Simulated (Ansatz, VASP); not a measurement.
# Cross-check of SnTe between VASP and Ansatz

One calculation is typed for both programs; each brings its own data sets. How far apart do they land? The cell is taken from a series of runs on this material, whose earlier steps may have relaxed, scaled, displaced or heated it; both programs get it as it stands.

Program: Ansatz 0.2.0. Level of theory: plane waves, with VASP 6.6.1 beside it; zone-centre phonons at LDA. Results are calculated unless marked as measured.

### Step 1. The starting structure

The structure is tetragonal, space group I4/mmm (No. 139). Conventional cell: a = 4.497 Å, b = 4.497 Å, c = 6.230 Å, α = 90.00°, β = 90.00°, γ = 90.00°. Nearest to Sn lie 6 Te at 3.12 to 3.18 Å. Nearest to Te lie 6 Sn at 3.12 to 3.18 Å. Farther neighbours and most contacts between anions are not listed.

### Step 2. VASP: zone-centre phonons, LDA

Second derivatives magnify differences that forces hide, and they need a tight electronic threshold.

Lines of VASP's logs that name or quote its potential files are left out, and so is its time.

Contents of INCAR:

```
SYSTEM = SnTe
PREC = Accurate
ENCUT = 500
EDIFF = 1E-08
NELM = 120
ISMEAR = 0
SIGMA = 0.01
LREAL = .FALSE.
ALGO = Normal
GGA = PW92
NBANDS = 16
LORBIT = 11
LWAVE = .FALSE.
LCHARG = .FALSE.
ISIF = 2
IBRION = 8
LASPH = .TRUE.
GGA_COMPAT = .FALSE.
EFERMI = MIDGAP
KPAR = 2
```

Contents of POSCAR:

```
SnTe
1.0
    0.0000000000      3.1802021326      3.1152411408
    3.1802021326      0.0000000000      3.1152411408
    3.1802021326      3.1802021326      0.0000000000
Sn Te
1 1
Direct
    0.0000000000      0.0000000000      0.0000000000
    0.5000000000      0.5000000000      0.5000000000
```

Contents of KPOINTS:

```
Automatic mesh
0
Gamma
12 12 12
0 0 0
```

Potentials, in the order of the species: Sn_d and Te (LDA family, release 64).

Run with:

```bash
$ mpirun -np 2 vasp_std
```

Numbers of over 12 decimals in the logs are rounded to 6 here.

What it wrote:

```text
[banner, memory and clock lines left out]
running    2 mpi-ranks, on    1 nodes
 distrk:  each k-point on    1 cores,    2 groups
 distr:  one band on    1 cores,    1 groups

 POSCAR found type information on POSCAR SnTe
 POSCAR found :  2 types and       2 ions
|                                                                             |
|               ----> ADVICE to this user running VASP <----                  |
|                                                                             |
|     You enforced a specific xc type in the INCAR file but a different       |
|     [... a line on the potential file left out ...]
|     I HOPE YOU KNOW WHAT YOU ARE DOING!                                     |
|                                                                             |

 LDA part: xc-table for (Slater(with rela. corr.)+PW92), standard interpolation
 POSCAR, INCAR and KPOINTS ok, starting setup
 FFT: planning ... GRIDC
 FFT: planning ... GRID_SOFT
 FFT: planning ... GRID
 WAVECAR not read
 entering main loop
       N       E                     dE             d eps       ncg     rms          rms(c)
DAV:   1     0.121911270213E+03    0.12191E+03   -0.95225E+03  5304   0.139E+03
DAV:   2     0.136788069338E+01   -0.12054E+03   -0.11784E+03  5752   0.347E+02
DAV:   3    -0.858653235657E+01   -0.99544E+01   -0.99121E+01  6608   0.873E+01
DAV:   4    -0.885976437975E+01   -0.27323E+00   -0.27319E+00  6296   0.160E+01
DAV:   5    -0.887184033273E+01   -0.12076E-01   -0.12076E-01  7808   0.305E+00    0.450E+00
DAV:   6    -0.880968005788E+01    0.62160E-01   -0.13701E-01  7424   0.256E+00    0.284E+00
DAV:   7    -0.880524433053E+01    0.44357E-02   -0.43222E-02  6792   0.107E+00    0.779E-01
DAV:   8    -0.880442330237E+01    0.82103E-03   -0.63651E-03  6672   0.649E-01    0.138E-01
DAV:   9    -0.880443559691E+01   -0.12295E-04   -0.62945E-04  7752   0.218E-01    0.413E-02
DAV:  10    -0.880441980966E+01    0.15787E-04   -0.52858E-05  6888   0.599E-02    0.261E-02
DAV:  11    -0.880441804144E+01    0.17682E-05   -0.28045E-05  6976   0.373E-02    0.193E-02
DAV:  12    -0.880441800200E+01    0.39437E-07   -0.21227E-06  6032   0.827E-03    0.124E-02
DAV:  13    -0.880441798351E+01    0.18493E-07   -0.71807E-08  7368   0.181E-03    0.856E-03
DAV:  14    -0.880441793258E+01    0.50929E-07   -0.18657E-07  7200   0.458E-03    0.115E-03
DAV:  15    -0.880441793391E+01   -0.13329E-08   -0.17056E-08  5288   0.651E-04
   1 F= -.88044179E+01 E0= -.88044179E+01  d E =-.316331E-20
 Linear response reoptimize wavefunctions to high precision
DAV:   1    -0.880441793367E+01    0.23920E-09   -0.59175E-10  4240   0.283E-04
DAV:   2    -0.880441793368E+01   -0.10914E-10   -0.73622E-11  3568   0.671E-05
 Linear response DOF=           4
 Linear response progress:
  Degree of freedom:   1/  4
       N       E                     dE             d eps       ncg     rms          rms(c)
RMM:   1    -0.217897895741E+00   -0.21790E+00    0.31445E-01 10845   0.106E+01
RMM:   2    -0.223226347477E+00   -0.53285E-02   -0.12121E-02 15760   0.877E-01    0.752E-02
RMM:   3    -0.223112576073E+00    0.11377E-03   -0.96305E-04 17457   0.246E-01    0.392E-02
RMM:   4    -0.222869168996E+00    0.24341E-03   -0.81908E-05 17515   0.723E-02    0.856E-03
RMM:   5    -0.222857559089E+00    0.11610E-04   -0.78443E-06 17988   0.223E-02    0.396E-03
RMM:   6    -0.222861323932E+00   -0.37648E-05   -0.12220E-06 17912   0.772E-03    0.153E-03
RMM:   7    -0.222862615270E+00   -0.12913E-05   -0.37637E-07 18262   0.301E-03    0.669E-04
RMM:   8    -0.222860198965E+00    0.24163E-05    0.11405E-07 17570   0.135E-03    0.129E-04
RMM:   9    -0.222860190931E+00    0.80335E-08    0.23094E-07 18622   0.597E-04    0.173E-04
RMM:  10    -0.222860130008E+00    0.60924E-07    0.36444E-07 18863   0.293E-04    0.188E-04
RMM:  11    -0.222860052811E+00    0.77196E-07    0.35244E-07 18577   0.168E-04    0.346E-04
RMM:  12    -0.222859757160E+00    0.29565E-06    0.22460E-07 17123   0.101E-04    0.796E-05
RMM:  13    -0.222859590713E+00    0.16645E-06    0.11108E-07 18314   0.696E-05    0.500E-05
RMM:  14    -0.222859559557E+00    0.31156E-07    0.44136E-08 19274   0.460E-05    0.577E-05
RMM:  15    -0.222859555305E+00    0.42522E-08    0.48681E-08 18541   0.363E-05    0.106E-05
 first order change of Fermi-energy   0.16116E-03
 force on displaced ion       1 direction 1 :   0.309   0.000   0.000
 Linear response progress:
  Degree of freedom:   2/  4
       N       E                     dE             d eps       ncg     rms          rms(c)
RMM:   1    -0.218228996653E+00   -0.21823E+00    0.29845E-01  6334   0.104E+01
RMM:   2    -0.223437072476E+00   -0.52081E-02   -0.12163E-02  9123   0.874E-01    0.875E-02
RMM:   3    -0.223272581247E+00    0.16449E-03   -0.95686E-04 10085   0.245E-01    0.463E-02
RMM:   4    -0.222987550793E+00    0.28503E-03   -0.89678E-05  9992   0.746E-02    0.782E-03
RMM:   5    -0.222984907301E+00    0.26435E-05   -0.78391E-06 10333   0.226E-02    0.373E-03
RMM:   6    -0.222991693517E+00   -0.67862E-05   -0.13653E-06 10269   0.813E-03    0.139E-03
RMM:   7    -0.222991602182E+00    0.91335E-07   -0.32896E-07 10578   0.317E-03    0.826E-04
RMM:   8    -0.222990023700E+00    0.15785E-05    0.29232E-07 10337   0.140E-03    0.290E-04
RMM:   9    -0.222989574445E+00    0.44925E-06    0.29288E-07 10796   0.654E-04    0.194E-04
RMM:  10    -0.222989360531E+00    0.21391E-06    0.55773E-07 10736   0.336E-04    0.136E-04
RMM:  11    -0.222989338107E+00    0.22424E-07    0.44292E-07 11270   0.180E-04    0.156E-04
RMM:  12    -0.222989406061E+00   -0.67954E-07    0.24429E-07 10580   0.114E-04    0.340E-04
RMM:  13    -0.222989101165E+00    0.30490E-06    0.95057E-08  9595   0.860E-05    0.857E-05
RMM:  14    -0.222988919779E+00    0.18139E-06    0.50475E-08 10593   0.656E-05    0.645E-05
RMM:  15    -0.222988916376E+00    0.34025E-08    0.18314E-08 11063   0.450E-05    0.615E-05
 first order change of Fermi-energy  -0.88933E-04
 force on displaced ion       1 direction 3 :   0.000   0.000  -0.100
 Linear response progress:
  Degree of freedom:   3/  4
       N       E                     dE             d eps       ncg     rms          rms(c)
RMM:   1    -0.482377635908E-01   -0.48238E-01    0.63623E-02 19204   0.852E-01
RMM:   2    -0.487375029184E-01   -0.49974E-03   -0.19925E-03 16870   0.213E-01    0.592E-02
RMM:   3    -0.488910110240E-01   -0.15351E-03   -0.16279E-04 17067   0.604E-02    0.447E-02
RMM:   4    -0.491144496036E-01   -0.22344E-03   -0.24494E-05 16889   0.292E-02    0.542E-03
RMM:   5    -0.491249475934E-01   -0.10498E-04   -0.90232E-07 17401   0.703E-03    0.287E-03
RMM:   6    -0.491235504760E-01    0.13971E-05   -0.44101E-08 16893   0.199E-03    0.631E-04
RMM:   7    -0.491222680396E-01    0.12824E-05    0.35711E-08 17549   0.418E-04    0.129E-04
RMM:   8    -0.491224508596E-01   -0.18282E-06    0.80253E-08 16769   0.148E-04    0.383E-05
RMM:   9    -0.491223426442E-01    0.10822E-06    0.35850E-07 18354   0.503E-05    0.216E-05
RMM:  10    -0.491223936437E-01   -0.51000E-07    0.33167E-07 18558   0.196E-05    0.326E-06
RMM:  11    -0.491223771683E-01    0.16475E-07    0.69480E-08 16503   0.134E-05    0.136E-06
RMM:  12    -0.491223753481E-01    0.18202E-08    0.51584E-08 11397   0.109E-05    0.527E-07
 first order change of Fermi-energy  -0.23347E-03
 force on displaced ion       2 direction 1 :   0.313   0.000   0.000
 Linear response progress:
  Degree of freedom:   4/  4
       N       E                     dE             d eps       ncg     rms          rms(c)
RMM:   1    -0.482027187576E-01   -0.48203E-01    0.66309E-02 11163   0.878E-01
RMM:   2    -0.487685841760E-01   -0.56587E-03   -0.20461E-03  9788   0.218E-01    0.692E-02
RMM:   3    -0.489251014591E-01   -0.15652E-03   -0.15792E-04  9894   0.613E-02    0.507E-02
RMM:   4    -0.491680015727E-01   -0.24290E-03   -0.27877E-05  9786   0.318E-02    0.550E-03
RMM:   5    -0.491717904303E-01   -0.37889E-05   -0.10288E-06 10093   0.758E-03    0.308E-03
RMM:   6    -0.491711112902E-01    0.67914E-06   -0.85996E-08  9852   0.211E-03    0.660E-04
RMM:   7    -0.491700904773E-01    0.10208E-05    0.71500E-09 10183   0.431E-04    0.130E-04
RMM:   8    -0.491702294429E-01   -0.13897E-06   -0.38673E-08  9766   0.151E-04    0.374E-05
RMM:   9    -0.491701326180E-01    0.96825E-07    0.25456E-07 10591   0.527E-05    0.238E-05
RMM:  10    -0.491701858364E-01   -0.53218E-07    0.31356E-07 10724   0.213E-05    0.291E-06
RMM:  11    -0.491701697935E-01    0.16043E-07    0.47162E-08  9665   0.137E-05    0.201E-06
RMM:  12    -0.491701655659E-01    0.42276E-08    0.16619E-08  7097   0.115E-05    0.609E-07
 first order change of Fermi-energy   0.19647E-03
 force on displaced ion       2 direction 3 :   0.000   0.000  -0.082
 Linear response finished
```

From OUTCAR (step 2):

```text
ion  position               nearest neighbor table
   1  0.000  0.000  0.000-   2 3.12   2 3.12   2 3.18   2 3.18   2 3.18   2 3.18
   2  0.500  0.500  0.500-   1 3.12   1 3.12   1 3.18   1 3.18   1 3.18   1 3.18

  LATTYP: Found a body centered tetragonal cell.
 ALAT       =     4.4974849870
 C/A-ratio  =     1.3853258654

 Subroutine GETGRP returns: Found 16 space group operations
 (whereof 16 operations were pure point group operations)

The static configuration has the point symmetry D_4h.

 Found    163 irreducible k-points:

   k-points           NKPTS =    163   k-points in BZ     NKDIM =    163   number of bands    NBANDS=     16

   dimension x,y,z NGX =    32 NGY =   32 NGZ =   36
   dimension x,y,z NGXF=    64 NGYF=   64 NGZF=   72

   ENCUT  =  500.0 eV  36.75 Ry    6.06 a.u.   8.12  8.12  8.20*2*pi/ulx,y,z

   NELECT =      20.0000    total number of electrons

 k-points in reciprocal lattice and weights: Automatic mesh
   0.00000000  0.00000000  0.00000000       0.001
   0.08333333  0.00000000  0.00000000       0.005
   0.16666667  0.00000000  0.00000000       0.005
   0.25000000  0.00000000  0.00000000       0.005
   0.33333333  0.00000000  0.00000000       0.005
   0.41666667  0.00000000  0.00000000       0.005
   0.50000000  0.00000000  0.00000000       0.002
   0.08333333  0.08333333  0.00000000       0.001
   0.16666667  0.08333333  0.00000000       0.005
[...]
-0.33333333  0.16666667  0.50000000       0.002
  -0.25000000  0.25000000  0.50000000       0.001

 average (electrostatic) potential at core
       1-100.5286       2 -88.7941

  Total       -1.0103183     -1.0103183      0.0240716      0.0000000      0.0000000     -0.0000000
  in kB      -25.6884373    -25.6884373      0.6120465      0.0000000      0.0000000     -0.0000000
  external PRESSURE =     -16.9216094 kB  Pullay stress =       0.0000000 kB

  energy-cutoff  :      500.00
  volume of cell :       63.01
      direct lattice vectors                 reciprocal lattice vectors
     0.000000000  3.180202133  3.115241141    -0.157222711  0.157222711  0.160501219
     3.180202133  0.000000000  3.115241141     0.157222711 -0.157222711  0.160501219
     3.180202133  3.180202133  0.000000000     0.157222711  0.157222711 -0.160501219

 POSITION                                       TOTAL-FORCE (eV/Angst)
 -----------------------------------------------------------------------------------
      0.00000      0.00000      0.00000         0.000000     -0.000000     -0.000000
      3.18020      3.18020      3.11524        -0.000000      0.000000      0.000000
 -----------------------------------------------------------------------------------
    total drift:                                0.000000     -0.000000     -0.000000

 Eigenvectors and eigenvalues of the dynamical matrix
 ----------------------------------------------------

   1 f  =    0.602889 THz     3.788062 2PiTHz   20.110206 cm-1     2.493347 meV
             X         Y         Z           dx          dy          dz
      0.000000  0.000000  0.000000     0.000000    0.000000    0.751649
      3.180202  3.180202  3.115241     0.000000    0.000000   -0.659563

   2 f  =    0.004223 THz     0.026537 2PiTHz    0.140880 cm-1     0.017467 meV
             X         Y         Z           dx          dy          dz
      0.000000  0.000000  0.000000    -0.695727   -0.041410    0.000000
      3.180202  3.180202  3.115241    -0.715845   -0.042607    0.000000

   3 f  =    0.004223 THz     0.026537 2PiTHz    0.140880 cm-1     0.017467 meV
             X         Y         Z           dx          dy          dz
      0.000000  0.000000  0.000000    -0.041410    0.695727    0.000000
      3.180202  3.180202  3.115241    -0.042607    0.715845    0.000000

   4 f/i=    0.028424 THz     0.178591 2PiTHz    0.948110 cm-1     0.117551 meV
             X         Y         Z           dx          dy          dz
      0.000000  0.000000  0.000000     0.000000    0.000000   -0.659563
      3.180202  3.180202  3.115241     0.000000    0.000000   -0.751649

   5 f/i=    1.111542 THz     6.984021 2PiTHz   37.077034 cm-1     4.596964 meV
             X         Y         Z           dx          dy          dz
      0.000000  0.000000  0.000000    -0.717111    0.000000    0.000000
      3.180202  3.180202  3.115241     0.696959   -0.000000    0.000000

   6 f/i=    1.111542 THz     6.984021 2PiTHz   37.077034 cm-1     4.596964 meV
             X         Y         Z           dx          dy          dz
      0.000000  0.000000  0.000000    -0.000000   -0.717111    0.000000
      3.180202  3.180202  3.115241     0.000000    0.696959    0.000000

 ELASTIC MODULI CONTR FROM IONIC RELAXATION (kBar)
 Direction    XX          YY          ZZ          XY          YZ          ZX
 --------------------------------------------------------------------------------
 XX           0.0000      0.0000      0.0000      0.0000      0.0000      0.0000
 YY           0.0000      0.0000      0.0000      0.0000      0.0000      0.0000
 ZZ           0.0000      0.0000      0.0000      0.0000      0.0000      0.0000
 XY           0.0000      0.0000      0.0000      0.0000      0.0000      0.0000
 YZ           0.0000      0.0000      0.0000      0.0000      0.0000      0.0000
 ZX           0.0000      0.0000      0.0000      0.0000      0.0000      0.0000
 --------------------------------------------------------------------------------
```

[end of part 1 of 2]

[Lines on the potential files, build, host, timing and source positions are cut from VASP's logs without a mark.]

[Logs are printed without paths, hosts, clocks, repeated set-up lines and the standing remarks that a program may print on its own settings, such as how far it seeks lower states.]

[Hosts, paths, dates, database ids (printed as entryN), source tags and the programs' standing remarks are cut or masked in the printed files.]
